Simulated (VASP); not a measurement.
# AlNi (Pm-3m) under uniaxial stress along [001]

How do stress and energy of AlNi follow uniaxial stress along [001]?

Program: VASP 6.6.1. Level of theory: PBEsol, no spin polarisation; plane waves and PAW (Ni, Al); cell typed or built by script, in the first sound run; inputs show where later runs differ. Results are calculated unless marked as measured.

## Step 1: Starting point

Symmetry: Pm-3m, No. 221, cubic system. Conventional cell: a = 2.887 Å, b = 2.887 Å, c = 2.887 Å, α = 90.00°, β = 90.00°, γ = 90.00°. Nearest to Ni lie 8 Al at 2.50 Å. Al has 8 Ni at 2.50 Å nearest. Farther neighbours are not listed.

Structure file:

```xyz
2
Lattice="2.8870 0.0000 0.0000 0.0000 2.8870 0.0000 0.0000 0.0000 2.8870" Properties=species:S:1:pos:R:3 pbc="T T T"
Ni    0.0000    0.0000    0.0000
Al    1.4435    1.4435    1.4435
```

## Step 2: Relax the crystal, PBEsol

The series starts from the cell that this level prefers, so that zero strain is near zero stress.

This step took 2 runs in a row; the last is shown.

Level: PBEsol, no spin polarisation; plane waves and PAW (Ni, Al); cell typed or built by script.

INCAR

```
SYSTEM = AlNi
PREC = Accurate
ENCUT = 450
EDIFF = 1E-07
NELM = 120
ISMEAR = 1
SIGMA = 0.15
LREAL = .FALSE.
ALGO = Normal
GGA = PS
NBANDS = 12
LASPH = .TRUE.
LORBIT = 11
LWAVE = .FALSE.
LCHARG = .FALSE.
KPAR = 8
IBRION = 2
NSW = 40
ISIF = 3
EDIFFG = -0.005
POTIM = 0.4
```

POSCAR

```
AlNi
1.0
    2.8626710627      0.0000000000      0.0000000000
    0.0000000000      2.8626710627      0.0000000000
    0.0000000000      0.0000000000      2.8626710627
Ni Al
1 1
Direct
    0.0000000000      0.0000000000      0.0000000000
    0.5000000000      0.5000000000      0.5000000000
```

KPOINTS

```
Automatic mesh
0
Gamma
17 17 17
0 0 0
```

The projector-augmented-wave data sets are Ni and Al (PBE family, release 64).

The run is started by

```console
mpirun -np 8 vasp_std
```

Log:

```text
[banner, memory and clock lines left out]
running    8 mpi-ranks, on    1 nodes
[...]
|                                                                             |
|           W    W    AA    RRRRR   N    N  II  N    N   GGGG   !!!           |
|           W    W   A  A   R    R  NN   N  II  NN   N  G    G  !!!           |
|           W    W  A    A  R    R  N N  N  II  N N  N  G       !!!           |
|           W WW W  AAAAAA  RRRRR   N  N N  II  N  N N  G  GGG   !            |
|           WW  WW  A    A  R   R   N   NN  II  N   NN  G    G                |
|           W    W  A    A  R    R  N    N  II  N    N   GGGG   !!!           |
|                                                                             |
|     For optimal performance we recommend to set                             |
|       NCORE = 2 up to number-of-cores-per-socket                            |
|     NCORE specifies how many cores store one orbital (NPAR=cpu/NCORE).      |
|     This setting can greatly improve the performance of VASP for DFT.       |
[...]
|     You enforced a specific xc type in the INCAR file but a different       |
|     [... a line on the potential file left out ...]
|     I HOPE YOU KNOW WHAT YOU ARE DOING!                                     |
|                                                                             |

 LDA part: xc-table for (Slater+PW92), standard interpolation
 POSCAR, INCAR and KPOINTS ok, starting setup
[...]
entering main loop
       N       E                     dE             d eps       ncg     rms          rms(c)
DAV:   1     0.360746462891E+02    0.36075E+02   -0.51243E+03  4056   0.102E+03
DAV:   2    -0.118390424803E+02   -0.47914E+02   -0.44430E+02  4060   0.183E+02
DAV:   3    -0.132063159234E+02   -0.13673E+01   -0.13505E+01  4784   0.368E+01
DAV:   4    -0.132256696191E+02   -0.19354E-01   -0.19347E-01  4468   0.395E+00
[...]
DAV:  12    -0.115859556354E+02    0.11136E-05   -0.38041E-06  5168   0.320E-02    0.358E-03
DAV:  13    -0.115859552586E+02    0.37679E-06   -0.13068E-07  2884   0.330E-03    0.179E-03
DAV:  14    -0.115859552622E+02   -0.35463E-08   -0.58600E-08  2408   0.206E-03
   1 F= -.11585955E+02 E0= -.11585940E+02  d E =-.115860E+02
[...]
reached required accuracy - stopping structural energy minimisation
```

It took 3 s on 8 MPI ranks of Intel Xeon 6975P-C (Granite Rapids), shared host; peak memory 1.2 GiB; 20 s of CPU time.

Lines that name or quote the potential files are left out of all logs, and their timing lines are given in words.

OUTCAR, selected parts (step 2):

```text
  Total       -0.0053875     -0.0053875     -0.0053875     -0.0000000     -0.0000000      0.0000000
  in kB       -0.3679482     -0.3679482     -0.3679482     -0.0000000     -0.0000000      0.0000000
  external PRESSURE =      -0.3679482 kB  Pullay stress =       0.0000000 kB

 POSITION                                       TOTAL-FORCE (eV/Angst)
 -----------------------------------------------------------------------------------
      0.00000      0.00000      0.00000         0.000000      0.000000      0.000000
      1.43134      1.43134      1.43134         0.000000      0.000000      0.000000
 -----------------------------------------------------------------------------------
    total drift:                                0.000000      0.000000      0.000000

  FREE ENERGIE OF THE ION-ELECTRON SYSTEM (eV)
  ---------------------------------------------------
  free  energy   TOTEN  =       -11.5859552622 eV

  energy  without entropy=      -11.5859090003  energy(sigma->0) =      -11.58593984

 reached required accuracy - stopping structural energy minimisation

[... 3 further parts left out ...]
[key lines of the parts left out:]
E-fermi :  10.1375
```

This run gave:

| Quantity | Value |
| --- | --- |
| energy(sigma→0) of the program | -11.5859 eV |
| stress, compression positive | xx, yy, zz -0.04, -0.04, -0.04 GPa |
| volume | 23.459 Å³ |
| ionic steps | 1 |

## Step 3: Strain across the axis, PBEsol

One member in full: the axis is strained by 0.5 %, and the two directions across it are strained alike until their mean stress is under 0.012 GPa or five steps are spent.

This step took 3 runs, each at a new trial strain with the atoms of the one before; the last is shown.

Level: PBEsol, no spin polarisation; plane waves and PAW (Ni, Al); cell typed or built by script.

Changes to INCAR since step 2:

```diff
@@ -15,7 +15,7 @@
 LCHARG = .FALSE.
-KPAR = 8
-IBRION = 2
-NSW = 40
-ISIF = 3
-EDIFFG = -0.005
-POTIM = 0.4
+KPAR = 2
+IBRION = 1
+NSW = 25
+ISIF = 2
+EDIFFG = -0.004
+POTIM = 0.3
```

POSCAR

```
AlNi
1.0
    2.8566978570      0.0000000000      0.0000000000
    0.0000000000      2.8566978570      0.0000000000
    0.0000000000      0.0000000000      2.8769844180
Ni Al
1 1
Direct
    0.0000000000      0.0000000000      0.0000000000
    0.5000000000      0.5000000000      0.5000000000
```

KPOINTS is that of step 2.

The run is started by

```console
mpirun -np 2 vasp_std
```

Log:

```text
[banner, memory and clock lines left out]
running    2 mpi-ranks, on    1 nodes
[...]
[... a notice as in an earlier step ...]

 LDA part: xc-table for (Slater+PW92), standard interpolation
 POSCAR, INCAR and KPOINTS ok, starting setup
[...]
entering main loop
       N       E                     dE             d eps       ncg     rms          rms(c)
DAV:   1     0.373521392909E+02    0.37352E+02   -0.51114E+03  9952   0.102E+03
DAV:   2    -0.117901860379E+02   -0.49142E+02   -0.45341E+02  9960   0.184E+02
DAV:   3    -0.132050548878E+02   -0.14149E+01   -0.14005E+01 11876   0.375E+01
DAV:   4    -0.132248522554E+02   -0.19797E-01   -0.19791E-01 10956   0.396E+00
[...]
DAV:  12    -0.115857762958E+02    0.10944E-05   -0.37679E-06 12896   0.317E-02    0.365E-03
DAV:  13    -0.115857759086E+02    0.38716E-06   -0.13090E-07  7044   0.337E-03    0.177E-03
DAV:  14    -0.115857759127E+02   -0.41389E-08   -0.57272E-08  5780   0.205E-03
   1 F= -.11585776E+02 E0= -.11585772E+02  d E =-.115858E+02
 BRION: g(F)=  0.000E+00 g(S)=  0.000E+00
 reached required accuracy - stopping structural energy minimisation
```

The job ended after 14 s (2 MPI ranks; peak memory 0.39 GiB; 27 s of CPU time).

OUTCAR, selected parts (step 3):

```text
  Total       -0.0000124     -0.0000124     -0.0766645      0.0000000      0.0000000      0.0000000
  in kB       -0.0008458     -0.0008458     -5.2316499      0.0000000      0.0000000      0.0000000
  external PRESSURE =      -1.7444472 kB  Pullay stress =       0.0000000 kB

 POSITION                                       TOTAL-FORCE (eV/Angst)
 -----------------------------------------------------------------------------------
      0.00000      0.00000      0.00000         0.000000      0.000000      0.000000
      1.42835      1.42835      1.43849         0.000000      0.000000      0.000000
 -----------------------------------------------------------------------------------
    total drift:                               -0.000000      0.000000      0.000000

  FREE ENERGIE OF THE ION-ELECTRON SYSTEM (eV)
  ---------------------------------------------------
  free  energy   TOTEN  =       -11.5857759127 eV

  energy  without entropy=      -11.5857640386  energy(sigma->0) =      -11.58577195

[... 1 part as in an earlier step ...]

[... 3 further parts left out ...]
[key lines of the parts left out:]
E-fermi :  10.1275
```

Read from the output:

- energy(sigma→0) of the program: -11.5858 eV
- stress, compression positive: xx, yy, zz 0.00, 0.00, -0.52 GPa
- ionic steps: 1

## Step 4: The whole series

The other members went through these steps as far as the tables show, with the same cutoff and, step by step, the same mesh; 27 runs are not shown. The session took 0.23 core hours (wall time by ranks) on a shared machine.

```tsv
strain along the axis (%)	strain across the axis (%)	stress along the axis, tension positive (GPa)	energy above the unstrained row, extrapolated to no smearing (meV/atom)
-2.000	0.803	-2.178	1.461
-1.500	0.602	-1.567	0.801
-1.000	0.398	-1.014	0.354
-0.500	0.193	?	?
0	-0.010	0.007	0.000
0.500	-0.209	0.523	0.082
1.000	-0.403	1.061	0.351
1.500	-0.594	1.597	0.818
2.000	-0.787	2.075	1.489
```

## Step 5: A fit to the known rows

Fitting a parabola to the 8 known rows (e: strain in %) gives stress = − 0.01496 e² + 1.056 e + 0.02461 in GPa; the residuals are 0.023 GPa r.m.s.

For the withheld row, e = -0.5, the fit gives -0.507 GPa.

## Step 6: Prediction against calculation

The calculation gives -0.497 GPa, so the prediction is 0.010 GPa too low, within twice the residual of the fit.

Slopes at zero strain, from cubics through all rows: strain ratio -0.401, stress over strain 103 GPa.

## Step 7: What came out

```json
{
  "error of the predicted stress": "-0.010 GPa",
  "Poisson ratio": "0.401",
  "Young's modulus along the axis": "103 GPa"
}
```

What this shows: As a check, the curvature of the energy gives 95 GPa for the same modulus (energy per volume = E/2 × strain²), 8 % from the slope of the stress; these energies are extrapolated to no smearing, while the stress belongs to the free energy, so part of the difference may come from that. These are static values: temperature and zero-point motion are left out. In a metal the slopes also depend on mesh and smearing, which were held through the series.

[Lines on the potential files, build, host, timing and source positions are cut from VASP's logs without a mark.]

[Logs are printed without paths, hosts, clocks, repeated set-up lines and the standing remarks that a program may print on its own settings, such as how far it seeks lower states.]

[Hosts, paths, dates, database ids (printed as entryN), source tags and the programs' standing remarks are cut or masked in the printed files.]

[In band tables of VASP the shares of atoms and orbitals are scaled to a sum of 1 inside the atoms' spheres.]
